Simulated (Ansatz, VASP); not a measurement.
# Cross-check of NiHO2 (NiHO2 monolayer) between VASP and Ansatz

Wanted: the spread between two codes on one cell, functional and k mesh. The cell is taken from a series of runs on this material, whose earlier steps may have relaxed, scaled, displaced or heated it; both programs get it as it stands.

Method: plane waves, with VASP 6.6.1 beside it; single point at PBEsol, DFT+U, in Ansatz 0.2.0.

## Step 1: The structure

The cell holds 8 atoms: 2 Ni, 4 O and 2 H. Cell: a = 2.979 Å, b = 5.957 Å, c = 17.990 Å, α = 90.0°, β = 90.0°, γ = 120.0°. It derives from NiHO2. One layer cut from the bulk crystal, unrelaxed. Vacuum lies along c.

## Step 2: Ansatz: single point, PBEsol, DFT+U, pair 1

Ansatz runs on its default PAW (the set named soft_2) files.

A single point gives forces, pressure and levels at one fixed geometry, so differences don't come from the geometry; what else differs is listed under the comparison.

The input, input.yaml:

```yaml
crystal:
  lattice:
    - [2.978559138, 2.89e-07, 0.0]
    - [-2.978559638, 5.159015472, 0.0]
    - [0.0, 0.0, 17.990392]
  atoms:
    - { symbol: Ni, position: [0.666667, 0.1666665, 0.472014], spin: 2.0 }
    - { symbol: Ni, position: [0.666667, 0.6666665, 0.472014], spin: 2.0 }
    - { symbol: O, position: [3.33e-07, 0.499999834, 0.416889] }
    - { symbol: O, position: [3.33e-07, 0.999999834, 0.416889] }
    - { symbol: O, position: [0.333333667, 0.333333166, 0.528454] }
    - { symbol: O, position: [0.333333667, 0.833333166, 0.528454] }
    - { symbol: H, position: [0.333333667, 0.333333166, 0.583111] }
    - { symbol: H, position: [0.333333667, 0.833333166, 0.583111] }
magnetization:
  spin_polarized: true
kpoints:
  mp_grid: { grid: [16, 8, 1] }
hamiltonian:
  xc: pbesol
  hubbard:
    sites:
      - { species: Ni, l: d, u_eff: 5.4 }
      - { site: 0, l: d, u_eff: 5.4, starting_ns: [{ spin: up, occupation_matrix: ni1_major }, { spin: down, occupation_matrix: ni1_minor }] }
      - { site: 1, l: d, u_eff: 5.4, starting_ns: [{ spin: up, occupation_matrix: ni1_major }, { spin: down, occupation_matrix: ni1_minor }] }
    projectors: ortho-atomic
    occupation_matrices:
      ni1_major:
        matrix:
          - [0.995, 0.0, 0.0, 0.0, 0.0]
          - [0.0, 0.947, 0.0, 0.0, 0.036]
          - [0.0, 0.0, 0.947, 0.036, 0.0]
          - [0.0, 0.0, 0.036, 0.963, 0.0]
          - [0.0, 0.036, 0.0, 0.0, 0.963]
      ni1_minor:
        matrix:
          - [0.996, 0.0, 0.0, 0.0, 0.0]
          - [0.0, 0.522, 0.0, 0.0, 0.361]
          - [0.0, 0.0, 0.522, 0.361, 0.0]
          - [0.0, 0.0, 0.361, 0.721, 0.0]
          - [0.0, 0.361, 0.0, 0.0, 0.721]
scf:
  occupations: { method: fermi_dirac, width: 0.05 }
output:
  eigenvalues: true
```

Started as:

```
$ ansatz run input.yaml --threads 4 --pin off --max-ram 8192MiB --backend cpu --events-out ev --progress --plain --runs-dir out
```

Numbers of over 12 decimals in the logs are rounded to 6 here.

Output:

```text
Engine: ansatz 0.2.0, aarch64-unknown-linux-gnu
Pseudopotentials: kind: paw
Pseudopotential: Ni, paw, valence charge 18, recommended cutoff 420 eV (normal), Ni.paw.azcp
Pseudopotential: O, paw, valence charge 6, recommended cutoff 420 eV (normal), O.paw.azcp
Pseudopotential: H, paw, valence charge 1, recommended cutoff 420 eV (normal), H.paw.azcp
Functional definition: PBEsol
  exchange = pbesol_x
  correlation = pbesol_c
Crystal: 8 atoms, lattice volume = 276.448 Å³
Basis set: ecut = 420 eV, 5329 PW (Γ)
Bands: 41, of which v1, the nominal top of the filled ones, is band 31 counted from 1 (30 counted from 0)
Symmetry: 4 space group operations
Space group: P3m1 (ITA 156), of the structure as read, at distance tolerance 6.5e-5 Å
Magnetic group: BNS 156.49 (UNI 1279), of the structure as read, at distance tolerance 6.5e-5 Å
k-points: 41 of 128 (time reversal used)
Non-local potential: Ni, projectors of the file, l = 0: 3, l = 1: 2, l = 2: 3, l = 3: 1
Non-local potential: O, projectors of the file, l = 0: 2, l = 1: 2, l = 2: 1
Non-local potential: H, projectors of the file, l = 0: 2, l = 1: 1
PAW form: soft (Blöchl's): semilocal exchange-correlation on the pseudo side does not see the compensation charge
PAW frozen core: Ni, regenerated for the run's functional, and the local potential with it (the file was generated under x = pbe(κ = 0.804, μ = 0.219515), c = pbe(β = 0.066725))
PAW frozen core: O, regenerated for the run's functional, and the local potential with it (the file was generated under x = pbe(κ = 0.804, μ = 0.219515), c = pbe(β = 0.066725))
PAW one-centre angular grid: Ni, 590 points (default); XC on 64 Gauss nodes
PAW one-centre angular grid: O, 110 points (default); XC on 64 Gauss nodes
PAW one-centre angular grid: H, 110 points (default); XC on 64 Gauss nodes
Initial density: superposition of atomic densities (neutral atoms: chi_scale 0, normalization atom)
Starting moments: Σ|m| = 4 μB on 2 of 8 sites
Initial wavefunctions: pseudopotential atomic-orbital guess
Functional: x = pbesol(κ = 0.804, μ = 0.123457), c = pbesol(β = 0.046)
SCF iter   1: F=—  HF=-13878.361600 eV  |F-HF|=—  |Δ(HF+E_count)|=         —  Δρ=5.01e-2 (↑3.98e-2 ↓5.01e-2)  dr2=1.52e1  dr2_m=1.60e0  M=2.000 μB ∫|m|=3.263 μB  β_m=0.30  ethr=3.10e-3  ⟨swp⟩=7.6  Hψ=15288  notcnv=0  defer=21
preconditioner: auto → none  [metal: Δε(μ)=0.058 eV  Ē_g=13.904 eV  σ=0.050 eV  W_gap=0.28  n_scr=32 (ndim 8)  ℏωp=15.1 eV  f_vac=0.697  D(μ)=3.13/eV (n_scr^D=18)  sad-step TF]
SCF iter   2: F=—  HF=-13876.673246 eV  |F-HF|=—  |Δ(HF+E_count)|=    1.69e0  Δρ=3.47e-2 (↑1.55e-2 ↓3.47e-2)  dr2=4.90e0  dr2_m=7.75e-1  M=2.000 μB ∫|m|=3.250 μB  β_m=0.30  ethr=3.10e-3  ⟨swp⟩=2.9  Hψ=6607  notcnv=0  defer=368
SCF iter   3: F=—  HF=-13875.558342 eV  |F-HF|=—  |Δ(HF+E_count)|=    1.11e0  Δρ=1.96e-2 (↑1.75e-2 ↓1.96e-2)  dr2=1.03e0  dr2_m=4.18e-1  M=2.000 μB ∫|m|=3.442 μB  β_m=0.30  ethr=3.10e-3  ⟨swp⟩=3.8  Hψ=6907  notcnv=0  defer=367
SCF iter   4: F=—  HF=-13875.469435 eV  |F-HF|=—  |Δ(HF+E_count)|=   8.89e-2  Δρ=1.36e-2 (↑9.50e-3 ↓1.36e-2)  dr2=2.78e-1  dr2_m=2.04e-1  M=2.000 μB ∫|m|=3.440 μB  β_m=0.30  ethr=1.66e-3  ⟨swp⟩=3.6  Hψ=5813  notcnv=0  defer=345
SCF iter   5: F=—  HF=-13875.501285 eV  |F-HF|=—  |Δ(HF+E_count)|=   3.18e-2  Δρ=8.72e-3 (↑8.17e-3 ↓8.72e-3)  dr2=2.44e-1  dr2_m=1.15e-1  M=2.000 μB ∫|m|=3.540 μB  β_m=1.00  ethr=4.48e-4  ⟨swp⟩=3.0  Hψ=4811  notcnv=0  defer=345
SCF iter   6: F=—  HF=-13875.502237 eV  |F-HF|=—  |Δ(HF+E_count)|=   9.53e-4  Δρ=1.80e-3 (↑1.47e-3 ↓1.80e-3)  dr2=5.13e-3  dr2_m=3.82e-3  M=2.000 μB ∫|m|=3.612 μB  β_m=1.00  ethr=3.94e-4  ⟨swp⟩=3.1  Hψ=5250  notcnv=0  defer=344
SCF iter   7: F=—  HF=-13875.521659 eV  |F-HF|=—  |Δ(HF+E_count)|=   1.94e-2  Δρ=6.72e-4 (↑4.37e-4 ↓6.72e-4)  dr2=8.71e-4  dr2_m=4.73e-4  M=2.000 μB ∫|m|=3.647 μB  β_m=1.00  ethr=8.28e-6  ⟨swp⟩=2.4  Hψ=6070  notcnv=0  defer=344
SCF iter   8: F=—  HF=-13875.532723 eV  |F-HF|=—  |Δ(HF+E_count)|=   1.11e-2  Δρ=4.90e-4 (↑4.90e-4 ↓1.74e-4)  dr2=4.25e-4  dr2_m=2.21e-4  M=2.000 μB ∫|m|=3.670 μB  β_m=0.30  ethr=1.40e-6  ⟨swp⟩=2.0  Hψ=5331  notcnv=0  defer=344
Mixer restart at iter 8: flushing history
spin-set hold released at iteration 8 (site moments contracting): the magnetisation degrees of freedom join the quasi-Newton model from the next iteration; the mixer history was flushed
SCF iter   9: F=—  HF=-13875.539561 eV  |F-HF|=—  |Δ(HF+E_count)|=   6.84e-3  Δρ=5.81e-4 (↑2.04e-4 ↓5.81e-4)  dr2=6.39e-4  dr2_m=3.48e-4  M=2.000 μB ∫|m|=3.682 μB  β_m=0.62  ethr=6.86e-7  ⟨swp⟩=2.0  Hψ=5210  notcnv=0  defer=344
SCF iter  10: F=—  HF=-13875.550918 eV  |F-HF|=—  |Δ(HF+E_count)|=   1.14e-2  Δρ=2.19e-3 (↑2.19e-3 ↓1.05e-3)  dr2=3.68e-2  dr2_m=9.23e-4  M=2.000 μB ∫|m|=3.730 μB  β_m=0.33  ethr=6.86e-7  ⟨swp⟩=3.0  Hψ=7076  notcnv=0  defer=344  recentre
SCF iter  11: F=—  HF=-13875.547179 eV  |F-HF|=—  |Δ(HF+E_count)|=   3.74e-3  Δρ=5.04e-4 (↑3.22e-4 ↓5.04e-4)  dr2=2.71e-4  dr2_m=4.20e-4  M=2.000 μB ∫|m|=3.720 μB  β_m=0.55  ethr=6.86e-7  ⟨swp⟩=3.0  Hψ=6668  notcnv=0  defer=344
SCF iter  12: F=—  HF=-13875.548395 eV  |F-HF|=—  |Δ(HF+E_count)|=   1.22e-3  Δρ=5.03e-4 (↑3.32e-4 ↓5.03e-4)  dr2=1.35e-3  dr2_m=2.46e-4  M=2.000 μB ∫|m|=3.756 μB  β_m=0.47  ethr=4.37e-7  ⟨swp⟩=2.3  Hψ=6537  notcnv=0  defer=344
SCF iter  13: F=—  HF=-13875.548274 eV  |F-HF|=—  |Δ(HF+E_count)|=   1.20e-4  Δρ=1.71e-4 (↑1.71e-4 ↓9.93e-5)  dr2=1.53e-4  dr2_m=9.17e-6  M=2.000 μB ∫|m|=3.763 μB  β_m=0.40  ethr=4.37e-7  ⟨swp⟩=2.6  Hψ=5713  notcnv=0  defer=344
SCF iter  14: F=—  HF=-13875.548245 eV  |F-HF|=—  |Δ(HF+E_count)|=   2.91e-5  Δρ=3.89e-5 (↑3.57e-5 ↓3.89e-5)  dr2=9.00e-7  dr2_m=3.18e-6  M=2.000 μB ∫|m|=3.767 μB  β_m=0.49  ethr=2.46e-7  ⟨swp⟩=2.0  Hψ=4695  notcnv=0  defer=344
SCF iter  15: F=—  HF=-13875.548156 eV  |F-HF|=—  |Δ(HF+E_count)|=   8.95e-5  Δρ=2.30e-5 (↑2.30e-5 ↓2.15e-5)  dr2=3.60e-7  dr2_m=1.05e-6  M=2.000 μB ∫|m|=3.767 μB  β_m=0.74  ethr=1.45e-9  ⟨swp⟩=3.3  Hψ=6459  notcnv=0  defer=344
SCF iter  16: F=—  HF=-13875.548157 eV  |F-HF|=—  |Δ(HF+E_count)|=   1.37e-6  Δρ=8.77e-6 (↑4.84e-6 ↓8.77e-6)  dr2=6.79e-8  dr2_m=8.51e-8  M=2.000 μB ∫|m|=3.767 μB  β_m=0.87  ethr=1.61e-10  ⟨swp⟩=15.2  Hψ=17783  notcnv=0
SCF iter  17: F=—  HF=-13875.548157 eV  |F-HF|=—  |Δ(HF+E_count)|=   3.10e-7  Δρ=5.98e-6 (↑5.17e-6 ↓5.98e-6)  dr2=1.57e-7  dr2_m=1.91e-8  M=2.000 μB ∫|m|=3.767 μB  β_m=0.78  ethr=1.09e-10  ⟨swp⟩=3.8  Hψ=10362  notcnv=0
SCF iter  18: F=—  HF=-13875.548158 eV  |F-HF|=—  |Δ(HF+E_count)|=   2.47e-7  Δρ=1.38e-5 (↑1.38e-5 ↓1.16e-5)  dr2=2.01e-6  dr2_m=1.41e-8  M=2.000 μB ∫|m|=3.767 μB  β_m=0.49  ethr=1.09e-10  ⟨swp⟩=3.0  Hψ=6073  notcnv=0  recentre
SCF iter  19: F=-13875.548157 eV  HF=-13875.548157 eV  |F-HF|=6.56e-8  |Δ(HF+E_count)|=   2.62e-7  Δρ=4.01e-6 (↑2.30e-6 ↓4.01e-6)  dr2=8.77e-8  dr2_m=6.75e-9  M=2.000 μB ∫|m|=3.767 μB  ethr=1.09e-10  ⟨swp⟩=2.1  Hψ=10881  notcnv=0
SCF 1 converged in 19 iterations: F = -13875.548157 eV  dr2 = 8.77e-8
  greatest PAW one-centre occupation: 1.001 electrons in one spin orbital (limit 2), on the Ni atom at site 1 (counted from 0), in its partial waves of l = 1
SCF converged after 19 iterations
Magnetization: 2.0000 μB (32.0000 up, 30.0000 down)
Absolute magnetization: 3.7638 μB (∫|ρ↑−ρ↓|, with the PAW one-centre terms)
Spin contamination: 0.7457 ħ² per cell (⟨S²⟩ above its minimum at these occupations)
Per-site moments (μB) at R_I (Å): [(1.326735, 0.818870), (1.326735, 0.818870), (-0.385743, 0.818870), (-0.385743, 0.818870), (0.017959, 0.405612), (0.017959, 0.405612), (0.00339762, 0.405612), (0.00339762, 0.405612)]
Free energy (F): -13875.548157 eV
Harris-Foulkes:  -13875.548157 eV  (|F-HF|=6.56e-8)
Internal energy: -13875.519986 eV  (E = F + TS)
E sigma→0 (E₀):  -13875.534072 eV
Entropy (-TS):   -0.028171 eV (-3.521 meV/atom)
Fermi energy:    -2.054484 eV
--- Per-component energies (eV) ---
  E_band       = -1606.214624
  E_kinetic    = 1269.046655
  E_local      = -57854.495219  (includes V_loc(G=0)·N_el)
  E_nonlocal   = 1472.168723
  E_hartree    = 27663.373324
  E_xc         = -469.677506
  E_vxc        = -604.420823  (∫ρ·V_xc dr)
  E_hubbard    = 3.000610  (on-site DFT+U / exact-exchange correction)
  E_vhub       = -38.805021  (the Hubbard potential's part of the band-sum identity)
  E_paw        = -3793.384100  (= ΣΔE_a)
  E_vpaw       = -1176.497132  (= ΣTr[D̂ρ^β])
  E_aug_tail   = 0.008426  (compensation charges beyond the density's cutoff)
  E_ewald      = 17833.903372
  E_core_change = 0.535729  (= ΣΔE_core)
  E_smearing   = -0.028171  (= −TS)
  E_closure    = -0.000000  (closes the sum)
  Σ components = -13875.548157   (vs F -13875.548157, Δ=0.00e0)
--- Specified on-site occupations, and those of the state reported ---
  electrons in the specified blocks: 16.5940 specified, 16.5948 found
  site 0 (l=d) ↑: largest change of an orbital's occupation 0.0006; electrons 4.8150 specified, 4.8148 found; spectral distance 0.0007
  site 1 (l=d) ↑: largest change of an orbital's occupation 0.0006; electrons 4.8150 specified, 4.8148 found; spectral distance 0.0007
  site 0 (l=d) ↓: largest change of an orbital's occupation 0.0003; electrons 3.4820 specified, 3.4826 found; spectral distance 0.0005
  site 1 (l=d) ↓: largest change of an orbital's occupation 0.0003; electrons 3.4820 specified, 3.4826 found; spectral distance 0.0005
--- Band table (eV; the first three rows and the last of 82) ---
  k-point 0 ↑: bands = [... 27 lower, -3.9293, -3.9293, -3.1626, -2.2059, -1.5933, -1.3045, -1.3045, -0.4353, ... 6 higher]
  k-point 1 ↑: bands = [... 27 lower, -4.0876, -3.9338, -3.0941, -2.2273, -1.5944, -1.4462, -1.3305, -0.3367, ... 6 higher]
  k-point 2 ↑: bands = [... 27 lower, -4.1783, -3.9598, -2.9934, -2.2852, -1.8158, -1.5941, -1.3977, -0.0598, ... 6 higher]
  k-point 40 ↓: bands = [... 27 lower, -4.2780, -3.3317, -3.3317, 0.5584, 0.5584, 0.6814, 0.6814, 3.3500, ... 6 higher]
Occupation matrices written to <dir>
```

Reading the cycles: dr2 is the Hartree energy of the density residual (eV), the measure of convergence; HF is the Harris–Foulkes estimate of the energy, which meets the free energy F at convergence.

(Continued in part 2 of 3.)

[Lines on the potential files, build, host, timing and source positions are cut from VASP's logs without a mark.]

[Logs are printed without paths, hosts, clocks, repeated set-up lines and the standing remarks that a program may print on its own settings, such as how far it seeks lower states.]

[Hosts, paths, dates, database ids (printed as entryN), source tags and the programs' standing remarks are cut or masked in the printed files.]
